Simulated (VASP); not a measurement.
Method: PBE GGA, VASP's PBE PAW potentials (set 64) (plane waves; VASP).

VASP input:

INCAR:
```
SYSTEM = Cl
PREC = Accurate
ENCUT = 300
EDIFF = 1E-6
NELM = 100
ALGO = Normal
LREAL = .FALSE.
LASPH = .TRUE.
ISMEAR = 0
SIGMA = 0.02
GGA = PE
LWAVE = .FALSE.
LCHARG = .FALSE.
ISIF = 2
```

KPOINTS:
```
Automatic mesh
0
Gamma
7 7 4
0 0 0
```

File POSCAR:
```
Cl
1
    2.2400000000    -3.1200000000     0.0000000000
    2.2400000000     3.1200000000     0.0000000000
    0.0000000000     0.0000000000     8.2600000000
Cl
4
Direct
  0.8770000000   0.8770000000   0.8970000000
  0.6230000000   0.6230000000   0.3970000000
  0.3770000000   0.3770000000   0.6030000000
  0.1230000000   0.1230000000   0.1030000000
```

POTCAR, in this order: Cl (PBE.64 set). Program: vasp_std.

The resulting files:

File OSZICAR:
```
       N       E                     dE             d eps       ncg     rms          rms(c)
DAV:   1     0.156995927075E+03    0.15700E+03   -0.92949E+03  1728   0.848E+02
DAV:   2     0.198157651505E+01   -0.15501E+03   -0.15265E+03  2570   0.205E+02
DAV:   3    -0.766338627918E+01   -0.96450E+01   -0.96225E+01  1988   0.625E+01
DAV:   4    -0.778486035067E+01   -0.12147E+00   -0.12142E+00  2220   0.816E+00
DAV:   5    -0.778631473866E+01   -0.14544E-02   -0.14542E-02  1998   0.881E-01    0.153E+01
DAV:   6    -0.742240816774E+01    0.36391E+00   -0.26049E-01  1882   0.339E+00    0.101E+01
DAV:   7    -0.731037155750E+01    0.11204E+00   -0.57375E-01  1904   0.489E+00    0.864E-01
DAV:   8    -0.729739352382E+01    0.12978E-01   -0.70518E-02  1820   0.186E+00    0.402E-01
DAV:   9    -0.729756642546E+01   -0.17290E-03   -0.16983E-03  2120   0.288E-01    0.781E-02
DAV:  10    -0.729769660404E+01   -0.13018E-03   -0.17220E-04  2158   0.935E-02    0.675E-02
DAV:  11    -0.729770303218E+01   -0.64281E-05   -0.49614E-05  1880   0.454E-02    0.870E-03
DAV:  12    -0.729770474449E+01   -0.17123E-05   -0.52644E-06  1966   0.163E-02    0.467E-03
DAV:  13    -0.729770537082E+01   -0.62634E-06   -0.78500E-07  1052   0.690E-03
   1 F= -.72977054E+01 E0= -.72977054E+01  d E =-.130029E-26
```

### OUTCAR
```
------------------------ aborting loop because EDIFF is reached ----------------------------------------
  FORCE on cell =-STRESS in cart. coord.  units (eV):
  Direction    XX          YY          ZZ          XY          YZ          ZX
  --------------------------------------------------------------------------------------
  Total       -0.4270511      0.5640749     -1.0252402      0.0000000      0.0000000     -0.0000000
  in kB       -5.9262193      7.8277091    -14.2273352      0.0000000      0.0000000     -0.0000000
  external PRESSURE =      -4.1086152 kB  Pullay stress =       0.0000000 kB
  volume of cell :      115.45
      direct lattice vectors                 reciprocal lattice vectors
     2.240000000 -3.120000000  0.000000000     0.223214286 -0.160256410  0.000000000
     2.240000000  3.120000000  0.000000000     0.223214286  0.160256410  0.000000000
     0.000000000  0.000000000  8.260000000     0.000000000  0.000000000  0.121065375
 POSITION                                       TOTAL-FORCE (eV/Angst)
 -----------------------------------------------------------------------------------
      3.92896      0.00000      7.40922         0.201921      0.000000      0.216730
      2.79104      0.00000      3.27922        -0.201921      0.000000      0.216730
      1.68896      0.00000      4.98078         0.201921      0.000000     -0.216730
      0.55104      0.00000      0.85078        -0.201921      0.000000     -0.216730
 -----------------------------------------------------------------------------------
    total drift:                               -0.000000      0.000000      0.000000
  FREE ENERGIE OF THE ION-ELECTRON SYSTEM (eV)
  ---------------------------------------------------
  free  energy   TOTEN  =        -7.2977053708 eV

  energy  without entropy=       -7.2977053708  energy(sigma->0) =       -7.29770537
```
(Selected blocks of OUTCAR.)

At this cut-off the stress carries a Pulay error, which pulls relaxed volumes low.

The structure is a typed Cl crystal. The cell was not relaxed at this level.
